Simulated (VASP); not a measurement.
BaZr2O3:

```
CELL_PARAMETERS angstrom
3.13506 0.00000 0.00000
0.00000 3.13506 0.00000
0.00000 0.00000 9.37293
ATOMIC_POSITIONS crystal
Ba 0.00000 0.00000 0.00000
Zr 0.00000 0.00000 0.33426
Zr 0.00000 0.00000 0.66574
O 0.50000 0.50000 0.18374
O 0.50000 0.50000 0.50000
O 0.50000 0.50000 0.81625
```

The cell was built by a generator and needn't be a form met in nature.

- Program: VASP 6.6.1
- Task: relaxation of cell and atoms
- Functional: PBE
- Potentials or basis: VASP PAW PBE potentials, release 64 (Ba_sv, Zr_sv, O)
- Cutoff: 520 eV
- k mesh: 5 × 5 × 2
- Occupations: gaussian, width 0.15 eV
- Spin: no spin polarisation

At the start: pressure -13.0 GPa; volume 15.35 Å³/atom.

Task: How do energy, volume and symmetry change on relaxing?

Result: Over 12 steps the energy falls by 216.1 meV/atom and the volume is 13.79 Å³/atom (-10.2 %); space group P4/mmm (No. 123, to 0.05 Å).

Step by step:
| step | energy change (eV) | largest force (eV/Å) | pressure (GPa) | volume (Å³) |
| --- | --- | --- | --- | --- |
| 1 | 0.0000 | 1.3741 | -12.99 | 92.12 |
| 2 | -0.5748 | 1.5275 | 11.76 | 76.49 |
| 3 | -0.6815 | 1.5036 | 2.87 | 80.40 |
| 4 | -0.9123 | 1.0202 | 2.09 | 80.76 |
| 5 | -1.0549 | 1.1629 | 1.89 | 81.22 |
| 6 | -1.2557 | 0.4915 | -1.40 | 83.13 |
| 7 | -1.2674 | 0.3492 | -1.86 | 83.56 |
| 8 | -1.2682 | 0.3593 | -1.91 | 83.68 |
| 9 | -1.2845 | 0.4379 | 1.03 | 82.45 |
| 10 | -1.2863 | 0.4144 | 0.38 | 82.74 |
| 11 | -1.2966 | 0.0160 | 0.44 | 82.76 |
| 12 | -1.2969 | 0.0452 | 0.45 | 82.76 |

Final structure:
```
CELL_PARAMETERS angstrom
2.95819 0.00000 0.00000
0.00000 2.95819 0.00000
0.00000 0.00000 9.45725
ATOMIC_POSITIONS crystal
Ba 0.00000 0.00000 0.00000
Zr 0.00000 0.00000 0.34798
Zr 0.00000 0.00000 0.65202
O 0.50000 0.50000 0.22485
O 0.50000 0.50000 0.50000
O 0.50000 0.50000 0.77515
```

Caveat: the k mesh is coarse (spacing up to 0.40 Å⁻¹), so the values aren't converged.
